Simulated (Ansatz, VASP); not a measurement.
## Two plane-wave programs on TiAu

INCAR

```
PREC     = Accurate       # precision mode
ENCUT    = 520            # plane-wave cutoff, eV
EDIFF    = 1E-6           # SCF threshold, eV
ISMEAR   = -1             # smearing method
SIGMA    = 0.05           # smearing width, eV
LREAL    = False          # projectors in reciprocal space
LASPH    = True           # aspherical terms in the spheres
NELM     = 100            # most SCF steps
ALGO     = Normal         # electronic algorithm
ISIF     = 2              # what is computed and relaxed
LWAVE    = False          # write WAVECAR
LCHARG   = False          # write CHGCAR
GGA      = CA             # functional
NBANDS   = 18             # bands
```

Contents of KPOINTS:

```
regular mesh
0
Gamma
  7 7 7
```

Contents of POSCAR:

```
TiAu
1.0
    3.2540000000      0.0000000000      0.0000000000
    0.0000000000      3.2540000000      0.0000000000
    0.0000000000      0.0000000000      3.2540000000
Ti Au
1 1
Direct
    0.5000000000      0.5000000000      0.5000000000
    0.0000000000      0.0000000000      0.0000000000
```

Input for Ansatz:

```yaml
crystal:
  lattice:
    - [3.254, 0.0, 0.0]
    - [0.0, 3.254, 0.0]
    - [0.0, 0.0, 3.254]
  atoms:
    - { symbol: Ti, position: [0.5, 0.5, 0.5] }
    - { symbol: Au, position: [0.0, 0.0, 0.0] }
kpoints:
  mp_grid: { grid: [7, 7, 7] }
hamiltonian:
  xc: lda
scf:
  occupations: { method: fermi_dirac, width: 0.05 }
output:
  stress: true
  eigenvalues: true
```

Measurements of this composition are mostly on another form, of space group No. 51.

Alike in both runs: task single point; functional LDA; k mesh 7 × 7 × 7; occupations fermi-dirac, width 0.05 eV; no spin polarisation.

|  | VASP | Ansatz |
| --- | --- | --- |
| version | VASP 6.6.1 | Ansatz 0.2.0 |
| potentials or method | VASP PAW LDA potentials, release 64 (Ti_sv, Au) | plane waves, PAW |
| plane-wave cutoff (eV) | 520 | 420 |
| valence electrons in the cell | 23 | 31 |

VASP gave:

* gap on the k mesh at the Fermi level (eV): none
* pressure (GPa): -8.7

Q: What did Ansatz give for the same quantities?

A: gap on the k mesh at the Fermi level (eV): none; pressure (GPa): -9.0.

A gap of «none» marks a metal or a gap that the smearing closes. The two sets of potentials don't hold the same shells in valence.

The runs have no spin-orbit coupling, so splittings on Au are missing.
